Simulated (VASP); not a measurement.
Ga2In2N4 (ordered alloy cell): computed properties

The numbers are results of PBEsol GGA, VASP's PBE PAW potentials (set 64) (plane waves; VASP), not measurements.

| Item | Value |
|---|---|
| space group | R3m (160) |
| cell | a = b = 3.350 Å, c = 16.541 Å, α = β = 90.00°, γ = 120.00° |
| volume per atom | 13.40 Å³/atom |
| band gap (on the k-mesh) | 0.19 eV |
| smallest direct gap (on the k-mesh) | 0.19 eV |
| band-edge character | direct, Γ to Γ |
| density | 6.58 g/cm³ |

```xyz
8
Lattice="-0.0244 4.7629 4.7626 4.7383 0.0001 4.7380 2.3692 2.3692 0.0000" Properties=species:S:1:pos:R:3 pbc="T T T"
In    -0.0189     4.7573     4.7570
In     2.3503     4.7574     7.1260
N      1.1042     1.2650     1.2649
N      3.4733     1.2651     3.6339
N      1.2322     3.5062     3.5060
N      3.6014     3.5063     5.8750
Ga    -0.0034     2.3726     2.3724
Ga     2.3658     2.3727     4.7414
```

Unless said otherwise, spin-orbit coupling is left out, though it shifts the bands of the heavy elements here.

The structure was generated: Ga2In2N4 was put into an ordered model structure (R3m), which need not be its known phase. It was relaxed first. Symmetry was kept, so distortions that lower it aren't found.
